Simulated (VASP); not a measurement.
Calculation: rev-vdW-DF2, VASP's PBE PAW potentials (set 64) (plane waves; VASP 6.6.1).

Input for VASP

**INCAR**
```
SYSTEM = GaAs
PREC = Accurate
ENCUT = 520
EDIFF = 1E-6
NELM = 100
ALGO = Normal
LREAL = .FALSE.
LASPH = .TRUE.
ISMEAR = 0
SIGMA = 0.05
GGA = MK
PARAM1 = 0.1234568
PARAM2 = 0.7114
ZAB_VDW = -1.8867
LUSE_VDW = .TRUE.
AGGAC = 0.0
LMAXMIX = 4
LWAVE = .FALSE.
LCHARG = .FALSE.
IBRION = 2
ISIF = 3
NSW = 60
EDIFFG = -0.01
```

### POSCAR
```
GaAs
1
   -0.0000000000     2.8575328407     2.8575328407
    2.8575328407     0.0000000000     2.8575328407
    2.8575328407     2.8575328407     0.0000000000
Ga As
1 1
Direct
  0.0000000000   0.0000000000   0.0000000000
  0.2500000000   0.2500000000   0.2500000000
```

KPOINTS:
```
Automatic mesh
0
Gamma
7 7 7
0 0 0
```

POTCAR, in this order: Ga_d As (PBE.64 set). Program: vasp_std.

The run wrote:

File OUTCAR:
```
 ion  position               nearest neighbor table
   1  0.000  0.000  0.000-   2 2.47   2 2.47   2 2.47   2 2.47
   2  0.250  0.250  0.250-   1 2.47   1 2.47   1 2.47   1 2.47
  LATTYP: Found a face centered cubic cell.
 ALAT       =     5.7150656814
 Subroutine PRICEL returns:
 Original cell was already a primitive cell.
 Subroutine GETGRP returns: Found 24 space group operations
The static configuration has the point symmetry T_d .
The dynamic configuration has the point symmetry T_d .
 Subroutine INISYM returns: Found 24 space group operations
 Subroutine IBZKPT returns following result:
 Found     20 irreducible k-points:

 Following reciprocal coordinates:
            Coordinates               Weight
  0.000000  0.000000  0.000000      1.000000
  0.142857  0.000000  0.000000      8.000000
  0.285714  0.000000  0.000000      8.000000
  0.428571  0.000000  0.000000      8.000000
  0.142857  0.142857  0.000000      6.000000
  0.285714  0.142857  0.000000     24.000000
  0.428571  0.142857  0.000000     24.000000
 -0.428571  0.142857  0.000000     24.000000
 -0.285714  0.142857  0.000000     24.000000
 -0.142857  0.142857  0.000000     12.000000
  0.285714  0.285714  0.000000      6.000000
  0.428571  0.285714  0.000000     24.000000
 -0.428571  0.285714  0.000000     24.000000
 -0.285714  0.285714  0.000000     12.000000
  0.428571  0.428571  0.000000      6.000000
 -0.428571  0.428571  0.000000     12.000000
  0.428571  0.285714  0.142857     24.000000
 -0.428571  0.285714  0.142857     48.000000
 -0.428571  0.428571  0.142857     24.000000
 -0.285714  0.428571  0.142857     24.000000
   k-points           NKPTS =     20   k-points in BZ     NKDIM =     20   number of bands    NBANDS=     13
   number of dos      NEDOS =    301   number of ions     NIONS =      2
   total plane-waves  NPLWV =  27000
   dimension x,y,z NGX =    30 NGY =   30 NGZ =   30
   dimension x,y,z NGXF=    60 NGYF=   60 NGZF=   60
   ions per type =               1   1
   PREC   = accura    normal or accurate (medium, high low for compatibility)
   ISTART =      0    job   : 0-new  1-cont  2-samecut
   ICHARG =      2    charge: 1-file 2-atom 10-const
   ISPIN  =      1    spin polarized calculation?
   LNONCOLLINEAR =      F non collinear calculations
   LSORBIT =      F    spin-orbit coupling
   INIWAV =      1    electr: 0-lowe 1-rand  2-diag
   ENCUT  =  520.0 eV  38.22 Ry    6.18 a.u.   7.51  7.51  7.51*2*pi/ulx,y,z
   NELM   =    100;   NELMIN=  2; NELMDL= -5     # of ELM steps
   EDIFF  = 0.1E-05   stopping-criterion for ELM
   LREAL  =      F    real-space projection
   NLSPLINE    = F    spline interpolate recip. space projectors
   LMAXMIX     =    4 max onsite mixed and CHGCAR
   VOSKOWN=      0    Vosko Wilk Nusair interpolation
   EDIFFG = -.1E-01   stopping-criterion for IOM
   NSW    =     60    number of steps for IOM
   NBLOCK =      1;   KBLOCK =     60    inner block; outer block
   IBRION =      2    ionic relax: 0-MD 1-quasi-New 2-CG
   NFREE  =      1    steps in history (QN), initial steepest desc. (CG)
   ISIF   =      3    stress and relaxation
   ISYM   =      2    0-nonsym 1-usesym 2-fastsym
   TEIN   =    0.0    initial temperature
   TEBEG  =    0.0;   TEEND  =   0.0 temperature during run
   SMASS  =  -3.00    Nose mass-parameter (am)
   PSTRESS=    0.0 pullay stress
   NELECT =      18.0000    total number of electrons
   EFERMI =   0.00;   METHOD = LEGACY
   ISMEAR =     0;   SIGMA  =   0.05  broadening in eV -4-tet -1-fermi 0-gaus
   IALGO  =     38    algorithm
   LDIAG  =      T    sub-space diagonalisation (order eigenvalues)
   IMIX   =      4    mixing-type and parameters
     AMIX     =   0.40;   BMIX     =  1.00
     AMIX_MAG =   1.60;   BMIX_MAG =  1.00
...
```

**OSZICAR**
```
       N       E                     dE             d eps       ncg     rms          rms(c)
DAV:   1     0.872947935055E+02    0.87295E+02   -0.94166E+03   520   0.190E+03
DAV:   2     0.230522424727E+01   -0.84990E+02   -0.82520E+02   555   0.330E+02
DAV:   3    -0.396253849314E+01   -0.62678E+01   -0.62352E+01   675   0.753E+01
DAV:   4    -0.407100560802E+01   -0.10847E+00   -0.10843E+00   598   0.110E+01
DAV:   5    -0.407269500297E+01   -0.16894E-02   -0.16894E-02   655   0.117E+00    0.272E+00
DAV:   6    -0.392457197037E+01    0.14812E+00   -0.26228E-01   806   0.906E+00    0.161E+00
DAV:   7    -0.390139251117E+01    0.23179E-01   -0.70223E-02   643   0.201E+00    0.536E-01
DAV:   8    -0.390052761286E+01    0.86490E-03   -0.89999E-03   595   0.128E+00    0.885E-02
DAV:   9    -0.390066490187E+01   -0.13729E-03   -0.90065E-04   603   0.429E-01    0.482E-02
DAV:  10    -0.390068935772E+01   -0.24456E-04   -0.51621E-05   751   0.857E-02    0.267E-02
DAV:  11    -0.390070745106E+01   -0.18093E-04   -0.20793E-05   530   0.502E-02    0.169E-03
DAV:  12    -0.390070758617E+01   -0.13511E-06   -0.46606E-07   470   0.115E-02
   1 F= -.39007076E+01 E0= -.39006941E+01  d E =-.390071E+01
```

File OUTCAR:
```
------------------------ aborting loop because EDIFF is reached ----------------------------------------
  FORCE on cell =-STRESS in cart. coord.  units (eV):
  Direction    XX          YY          ZZ          XY          YZ          ZX
  --------------------------------------------------------------------------------------
  Total       -0.0018495     -0.0018495     -0.0018495     -0.0000000     -0.0000000     -0.0000000
  in kB       -0.0634995     -0.0634995     -0.0634995     -0.0000000     -0.0000000     -0.0000000
  external PRESSURE =      -0.0634995 kB  Pullay stress =       0.0000000 kB
  volume of cell :       46.67
      direct lattice vectors                 reciprocal lattice vectors
     0.000000000  2.857532841  2.857532841    -0.174976117  0.174976117  0.174976117
     2.857532841  0.000000000  2.857532841     0.174976117 -0.174976117  0.174976117
     2.857532841  2.857532841  0.000000000     0.174976117  0.174976117 -0.174976117
  FREE ENERGIE OF THE ION-ELECTRON SYSTEM (eV)
  ---------------------------------------------------
  free  energy   TOTEN  =        -3.9007075862 eV

  energy  without entropy=       -3.9006806326  energy(sigma->0) =       -3.90069411

 reached required accuracy - stopping structural energy minimisation
```
(Selected blocks of OUTCAR.)

OUTCAR:
```
 val. band max:        3.5498745070   @ k =   0.0000   0.0000   0.0000

 cond. band min:       3.7027542666   @ k =   0.0000   0.0000   0.0000


 Fermi energy:         3.6340272358

 k-point     1 :       0.0000    0.0000    0.0000
  band No.  band energies     occupation
      1     -11.2905      2.00000
      2     -11.2905      2.00000
      3     -11.2905      2.00000
      4     -11.2199      2.00000
      5     -11.2199      2.00000
      6      -8.9791      2.00000
      7       3.5499      1.98270
      8       3.5499      1.98270
      9       3.5499      1.98270
     10       3.7028      0.05191
     11       7.2308      0.00000
     12       7.2308      0.00000
     13       7.2308      0.00000

 k-point     2 :       0.1429    0.0000    0.0000
  band No.  band energies     occupation
      1     -11.3046      2.00000
      2     -11.2865      2.00000
      3     -11.2865      2.00000
      4     -11.2200      2.00000
      5     -11.2200      2.00000
      6      -8.7537      2.00000
      7       1.2126      2.00000
      8       3.2665      2.00000
      9       3.2665      2.00000
     10       4.9513      0.00000
     11       7.6466      0.00000
     12       7.6466      0.00000
     13       7.8016      0.00000

 k-point     3 :       0.2857    0.0000    0.0000
  band No.  band energies     occupation
      1     -11.3335      2.00000
      2     -11.2787      2.00000
      3     -11.2787      2.00000
      4     -11.2192      2.00000
      5     -11.2192      2.00000
      6      -8.1422      2.00000
      7      -1.1061      2.00000
      8       2.7881      2.00000
      9       2.7881      2.00000
     10       4.7119      0.00000
     11       8.1434      0.00000
     12       8.1434      0.00000
     13       9.8447      0.00000

 k-point     4 :       0.4286    0.0000    0.0000
  band No.  band energies     occupation
      1     -11.3547      2.00000
      2     -11.2739      2.00000
      3     -11.2739      2.00000
...
```

The compound is GaAs in the zinc blende structure. It was relaxed first. The start is the result of an earlier pass.
